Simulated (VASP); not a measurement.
Calculation: LDA (Ceperley-Alder, Perdew-Zunger), VASP's LDA PAW potentials (set 64) (plane waves; VASP 6.6.1).

VASP input:

File POSCAR:
```
PbS
1.0
  0.0000000000   2.9700000000   2.9700000000
  2.9700000000   0.0000000000   2.9700000000
  2.9700000000   2.9700000000   0.0000000000
Pb S
1 1
direct
  0.0000000000   0.0000000000   0.0000000000
  0.5000000000   0.5000000000   0.5000000000
```

**KPOINTS**
```
Automatic mesh
0
Gamma
7 7 7
0 0 0
```

INCAR:
```
PREC = Accurate
SYSTEM = PbS
NELM = 100   ! most electronic steps
LCHARG = .False.
LREAL = .False.
EDIFFG = -0.01
IBRION = 2
ISMEAR = 0   ! Gaussian
ENCUT = 520   ! plane-wave cut-off (eV)
LASPH = .True.
ISIF = 3   ! ions, shape and volume
EDIFF = 1E-6   ! SCF stop (eV)
ALGO = Normal   ! blocked Davidson
SIGMA = 0.05
NSW = 60
LMAXMIX = 4
LWAVE = .False.
```

POTCAR, in this order: Pb_d S (LDA.64 set). Program: vasp_std.

What VASP printed:

OSZICAR:
```
       N       E                     dE             d eps       ncg     rms          rms(c)
DAV:   1     0.154849555979E+03    0.15485E+03   -0.98039E+03   560   0.150E+03
DAV:   2     0.343751887269E+01   -0.15141E+03   -0.14801E+03   578   0.355E+02
DAV:   3    -0.100991519170E+02   -0.13537E+02   -0.13212E+02   772   0.108E+02
DAV:   4    -0.104244244772E+02   -0.32527E+00   -0.32511E+00   590   0.196E+01
DAV:   5    -0.104374382534E+02   -0.13014E-01   -0.13014E-01   824   0.395E+00    0.447E+00
DAV:   6    -0.999152503589E+01    0.44591E+00   -0.14296E+00   828   0.939E+00    0.313E+00
DAV:   7    -0.998491378642E+01    0.66112E-02   -0.11287E-01   596   0.195E+00    0.173E+00
DAV:   8    -0.998122837580E+01    0.36854E-02   -0.11752E-02   632   0.124E+00    0.207E-01
DAV:   9    -0.998089604998E+01    0.33233E-03   -0.23743E-03   816   0.433E-01    0.752E-02
DAV:  10    -0.998091572174E+01   -0.19672E-04   -0.14333E-04   620   0.817E-02    0.418E-02
DAV:  11    -0.998091371247E+01    0.20093E-05   -0.14426E-05   730   0.446E-02    0.845E-03
DAV:  12    -0.998091367190E+01    0.40574E-07   -0.52636E-07   358   0.128E-02
   1 F= -.99809137E+01 E0= -.99809137E+01  d E =-.998091E+01
       N       E                     dE             d eps       ncg     rms          rms(c)
DAV:   1    -0.108971632931E+02   -0.91625E+00   -0.26240E+01   692   0.897E+01    0.565E+00
DAV:   2    -0.101067917836E+02    0.79037E+00   -0.17629E+00   692   0.273E+01    0.180E+00
DAV:   3    -0.999881878532E+01    0.10797E+00   -0.48182E-01   692   0.131E+01    0.482E-01
DAV:   4    -0.999973172771E+01   -0.91294E-03   -0.13906E-02   694   0.107E+00    0.168E-01
DAV:   5    -0.999982525726E+01   -0.93530E-04   -0.59870E-04   778   0.247E-01    0.933E-02
DAV:   6    -0.999989857575E+01   -0.73318E-04   -0.15561E-04   666   0.102E-01    0.250E-02
DAV:   7    -0.999989192740E+01    0.66484E-05   -0.10569E-05   812   0.482E-02    0.875E-03
DAV:   8    -0.999989174800E+01    0.17940E-06   -0.67101E-06   590   0.196E-02
   2 F= -.99998917E+01 E0= -.99998917E+01  d E =-.189781E-01
       N       E                     dE             d eps       ncg     rms          rms(c)
DAV:   1    -0.100750123325E+02   -0.75120E-01   -0.22818E+00   692   0.294E+01    0.155E+00
DAV:   2    -0.100133702553E+02    0.61642E-01   -0.13462E-01   692   0.685E+00    0.532E-01
DAV:   3    -0.100037211891E+02    0.96491E-02   -0.41553E-02   692   0.380E+00    0.119E-01
DAV:   4    -0.100037618986E+02   -0.40709E-04   -0.97075E-04   576   0.304E-01    0.580E-02
DAV:   5    -0.100037686184E+02   -0.67198E-05   -0.95759E-05   750   0.125E-01    0.223E-02
DAV:   6    -0.100037696163E+02   -0.99797E-06   -0.94467E-06   660   0.430E-02
   3 F= -.10003770E+02 E0= -.10003770E+02  d E =-.228559E-01
```

OUTCAR:
```
------------------------ aborting loop because EDIFF is reached ----------------------------------------
  FORCE on cell =-STRESS in cart. coord.  units (eV):
  Direction    XX          YY          ZZ          XY          YZ          ZX
  --------------------------------------------------------------------------------------
  Total        0.0094023      0.0094023      0.0094023     -0.0000000      0.0000000      0.0000000
  in kB        0.3017782      0.3017782      0.3017782     -0.0000000      0.0000000      0.0000000
  external PRESSURE =       0.3017782 kB  Pullay stress =       0.0000000 kB
  volume of cell :       49.92
      direct lattice vectors                 reciprocal lattice vectors
     0.000000000  2.922422857  2.922422857    -0.171090915  0.171090915  0.171090915
     2.922422857 -0.000000000  2.922422857     0.171090915 -0.171090915  0.171090915
     2.922422857  2.922422857  0.000000000     0.171090915  0.171090915 -0.171090915
  FREE ENERGIE OF THE ION-ELECTRON SYSTEM (eV)
  ---------------------------------------------------
  free  energy   TOTEN  =       -10.0037696163 eV

  energy  without entropy=      -10.0037696163  energy(sigma->0) =      -10.00376962

 reached required accuracy - stopping structural energy minimisation
```
(Selected blocks of OUTCAR.)

### CONTCAR
```
PbS
   1.00000000000000
     0.0000000000000000    2.9224228571785256    2.9224228571785256
     2.9224228571785256   -0.0000000000000000    2.9224228571785256
     2.9224228571785256    2.9224228571785256    0.0000000000000000
  Pb              S
     1     1
Direct
     0.0000000000000000    0.0000000000000000    0.0000000000000000
     0.5000000000000000    0.5000000000000000    0.5000000000000000
```

Energy and stress use the plane-wave basis of the starting cell.

The compound is PbS in the rock salt structure. This run relaxes it. Symmetry was kept, so distortions that lower it aren't found.
